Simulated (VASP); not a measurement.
OSZICAR of a VASP run on Pt₃Ti (L1_2):

OSZICAR:
```
       N       E                     dE             d eps       ncg     rms          rms(c)
DAV:   1     0.383146657120E+03    0.38315E+03   -0.20337E+04  1750   0.175E+03
DAV:   2    -0.228910656106E+00   -0.38338E+03   -0.37596E+03  1913   0.454E+02
DAV:   3    -0.305170002878E+02   -0.30288E+02   -0.29276E+02  2514   0.111E+02
DAV:   4    -0.314404489103E+02   -0.92345E+00   -0.92011E+00  2082   0.198E+01
DAV:   5    -0.314667678696E+02   -0.26319E-01   -0.26288E-01  2475   0.322E+00    0.283E+01
DAV:   6    -0.297912229158E+02    0.16755E+01   -0.15459E+01  2482   0.307E+01    0.140E+01
DAV:   7    -0.297777616711E+02    0.13461E-01   -0.23657E+01  2407   0.314E+01    0.127E+01
DAV:   8    -0.289087948458E+02    0.86897E+00   -0.17482E+00  2355   0.114E+01    0.496E+00
DAV:   9    -0.288293271253E+02    0.79468E-01   -0.21940E+00  2538   0.850E+00    0.265E+00
DAV:  10    -0.287667884060E+02    0.62539E-01   -0.41871E-01  2397   0.458E+00    0.441E-01
DAV:  11    -0.287699552307E+02   -0.31668E-02   -0.88785E-03  2412   0.792E-01    0.584E-01
DAV:  12    -0.287666154643E+02    0.33398E-02   -0.15845E-02  2415   0.865E-01    0.109E-01
DAV:  13    -0.287665783074E+02    0.37157E-04   -0.31512E-04  2299   0.116E-01    0.640E-02
DAV:  14    -0.287665443584E+02    0.33949E-04   -0.23624E-04  2511   0.973E-02    0.104E-02
DAV:  15    -0.287665472969E+02   -0.29385E-05   -0.33454E-06  1974   0.151E-02    0.700E-03
DAV:  16    -0.287665473090E+02   -0.12075E-07   -0.20317E-07  1620   0.280E-03
   1 F= -.28766547E+02 E0= -.28767257E+02  d E =-.287665E+02
```

### Question
Which electronic solver shows in the log?

### Answer
It is blocked Davidson (ALGO = Normal, or the opening steps of other solvers). The INCAR had ALGO = Normal.

### Question
Can the final energy be trusted as converged?

### Answer
Self-consistency was reached. It stopped with EDIFF = 1E-7, NELM = 100, NSW = 30 and EDIFFG = -0.01 after 1 ionic step (PBE GGA, plane waves, VASP's PBE PAW potentials (set 64)).

The compound is Pt3Ti in the L1_2 structure. This cell was strained or had an atom moved on purpose.
